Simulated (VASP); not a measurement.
Here is the system:

```xyz
2
Lattice="0.0000 2.8510 2.8510 2.8510 0.0000 2.8510 2.8510 2.8510 0.0000" Properties=species:S:1:pos:R:3 pbc="T T T"
Be     0.0000     0.0000     0.0000
Te     1.4255     1.4255     1.4255
```

All values below come from vdW-DF-cx, VASP's PBE PAW potentials (set 64) (plane waves; VASP). Run with 520 eV cut-off, 8×8×8 Γ-centred mesh, Gaussian smearing of 0.050 eV, potentials Be Te.

Unless said otherwise, spin-orbit coupling is left out, though it shifts the bands of the heavy elements here.

Q: What does the run give for the energy per atom (σ→0), pressure, band gap (on the k-mesh) with the smallest direct gap where there is one?

A: 
```yaml
band gap (on the k-mesh): 2.02 eV
smallest direct gap (on the k-mesh): 3.56 eV
energy per atom (σ→0): -260.3 kJ/mol of atoms
pressure: -1.63 GPa
```

Only differences to runs with the same potentials and settings are physical.

The compound is BeTe in the zinc blende structure. This cell is one point of a volume scan, at 1.03 of the reference volume.
